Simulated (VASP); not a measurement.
Something may be wrong with this VASP 6.6.1 calculation of Cu4I3Br.

The input INCAR:

```
SYSTEM = Cu4I3Br
ALGO = Normal
EDIFF = 1E-7
EDIFFG = -0.01
ENCUT = 500
GGA = PE
IBRION = 2
ISIF = 2
ISMEAR = -5
LASPH = .TRUE.
LCHARG = .FALSE.
LREAL = .FALSE.
LWAVE = .FALSE.
NELECT = 78.0
NELM = 57
NSW = 30
PREC = Accurate
SIGMA = 0.05
```

Contents of KPOINTS:

```
k-points
0
G
  7 7 4
  0 0 0
```

The input POSCAR:

```
Cu4I3Br
1.0
    6.6324110000     -2.0041830000      0.0000000000
    6.6324110000      2.0041830000      0.0000000000
   -1.2109580000      0.0000000000      6.8221850000
I Br Cu
3 1 4
Direct
    0.2488750000      0.2547600000      0.7323860000
   -0.0183630000      0.0274920000     -0.0010020000
    0.7460250000      0.7702270000      0.2444100000
    0.4971200000      0.4983220000      0.4995460000
    0.1325930000      0.1189670000      0.3666010000
    0.8700770000      0.8706360000      0.6153200000
    0.6090350000      0.6442520000      0.8739160000
    0.3791810000      0.3591510000      0.1230680000
```

Potentials or basis: VASP PAW PBE potentials, release 54 (I, Br, Cu).

Launch:

```bash
$ cat potpaw_PBE.54/I/POTCAR potpaw_PBE.54/Br/POTCAR potpaw_PBE.54/Cu/POTCAR > POTCAR
$ mpirun -np 1 vasp_std > vasp.out
```

OUTCAR:

```text
SYSTEM = Cu4I3Br
   EDIFF = 1E-7
   EDIFFG = -0.01
   ENCUT = 500
   GGA = PE
   IBRION = 2
   ISIF = 2
   ISMEAR = -5
   LASPH = .TRUE.
   LREAL = .FALSE.
   NELECT = 78.0
   NELM = 57
   NSW = 30
   PREC = Accurate

 ion  position               nearest neighbor table
   1  0.249  0.255  0.732-   6 2.75   6 2.76   5 2.78   7 2.84   8 2.88   7 2.92
   2  0.982  0.027  0.999-   5 2.77   7 2.79   7 2.82   8 2.83   6 2.93   8 3.01
   3  0.746  0.770  0.244-   8 2.64   6 2.74   8 2.77   5 2.83   7 2.84   5 2.94
[... 216 lines left out ...]
  in kB      796.3440001    802.0679485    794.3196172      0.6581779     -1.0099939      0.3259740
  external PRESSURE =     797.5771886 kB  Pullay stress =       0.0000000 kB

 VOLUME and BASIS-vectors are now :
 -----------------------------------------------------------------------------
  energy-cutoff  :      500.00
  volume of cell :      181.37
      direct lattice vectors                 reciprocal lattice vectors
     6.632411000 -2.004183000  0.000000000     0.075387367 -0.249478216  0.013381480
     6.632411000  2.004183000  0.000000000     0.075387367  0.249478216  0.013381480
    -1.210958000  0.000000000  6.822185000     0.000000000  0.000000000  0.146580604

 POSITION                                       TOTAL-FORCE (eV/Angst)
 -----------------------------------------------------------------------------------
      2.45343      0.01179      4.99647        -0.017588      0.117422      0.310995
      5.48321     -1.91228      6.81535        -0.079050     -0.091174     -0.235148
      9.76044      0.04851      1.66741        -0.359965     -0.212738      0.000971
      5.99725      0.00241      3.40800         0.056956     -0.022257     -0.043368
      1.22451     -0.02731      2.50102        -0.002116      0.034162     -0.035885
     10.80000      0.00112      4.19783         0.129504     -0.018072      0.219444
      7.25404      0.07058      5.96202         0.040619     -0.007612      0.007440
      4.74789     -0.04014      0.83959         0.231641      0.200270     -0.224448
 -----------------------------------------------------------------------------------
    total drift:                               -0.052430     -0.016325      0.007827

  FREE ENERGIE OF THE ION-ELECTRON SYSTEM (eV)
  ---------------------------------------------------
  free  energy   TOTEN  =        26.7045012056 eV

  energy  without entropy=       26.7045012056  energy(sigma->0) =       26.70450121
```

On the terminal:

```text
POSCAR found type information on POSCAR I BrCu
[... 47 lines left out ...]

 deleting file STOPCAR
```

Q: How did it end, and where is the flaw?

A: The calculation hadn't finished when its time ran out. The input holds a flaw that was put in on purpose: wrong number of electrons (NELECT = 78).
